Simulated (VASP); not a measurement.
Here is the system:

```xyz
2
Lattice="1.4454 -2.5035 0.0000 1.4454 2.5035 0.0000 0.0000 0.0000 4.5840" Properties=species:S:1:pos:R:3 pbc="T T T"
Ti     1.4454     0.8345     1.1460
Ti     1.4454    -0.8345     3.4380
```

These are PBE GGA with D3 dispersion (zero damping), VASP's PBE PAW potentials (set 64) (plane waves; VASP 6.6.1) values and carry that method's errors. Run with 520 eV cut-off, Gaussian smearing of 0.050 eV, potentials Ti_sv.

**Question.** Give the energies of bands 9 to 15 at the high-symmetry points, in eV from the Fermi level.

**Answer.** 
| band | Γ | M | K | A | L | H |
|---|---|---|---|---|---|---|
| 9 | -6.34 | -2.43 | -1.84 | -4.42 | -2.69 | -1.33 |
| 10 | -2.83 | -2.32 | -1.45 | -4.42 | -2.69 | -1.33 |
| 11 | 0.78 | -1.99 | -1.45 | 0.05 | -0.90 | -1.17 |
| 12 | 0.78 | -0.60 | -1.36 | 0.05 | -0.90 | -1.17 |
| 13 | 0.86 | 0.47 | 0.21 | 0.68 | 1.43 | -0.22 |
| 14 | 0.89 | 0.64 | 0.21 | 0.68 | 1.43 | -0.22 |
| 15 | 1.31 | 1.22 | 1.56 | 0.68 | 1.79 | 1.73 |

It has no gap at this level: it comes out as a metal or semimetal.

The compound is Ti in the hcp structure. It was relaxed first, which changed the volume by -6 %.
